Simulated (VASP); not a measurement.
Consider the following.

```
CELL_PARAMETERS angstrom
      2.88453     0.00000     0.00000
      0.00000     2.88453     0.00000
      0.00000     0.00000     2.88453
ATOMIC_POSITIONS crystal
  Ti 0.00000 0.00000 0.00000
  Co 0.50000 0.50000 0.50000
```

These are MS2 meta-GGA, VASP's PBE PAW potentials (set 64) (plane waves; VASP) values and carry that method's errors. Numerical set-up: 520 eV cut-off, 12×12×12 Γ-centred mesh, first-order Methfessel-Paxton smearing of 0.10 eV, potentials Ti_sv Co.

**Question.** What does the run give for the energy per atom (σ→0), pressure, band gap (on the k-mesh) with the smallest direct gap where there is one?

**Answer.** 
```json
{
  "band gap (on the k-mesh)": "none (metal, semimetal or under 0.01 eV)",
  "energy per atom (σ→0)": "-11.535 eV/atom",
  "pressure": "13.46 GPa"
}
```

Only differences to runs with the same potentials and settings are physical.

The compound is TiCo in the CsCl type structure. This cell is one point of a volume scan, at 0.94 of the reference volume. The run is not spin-polarised, so no magnetic state was tried. The electron count is odd and the run is not spin-polarised, which forces a metal.
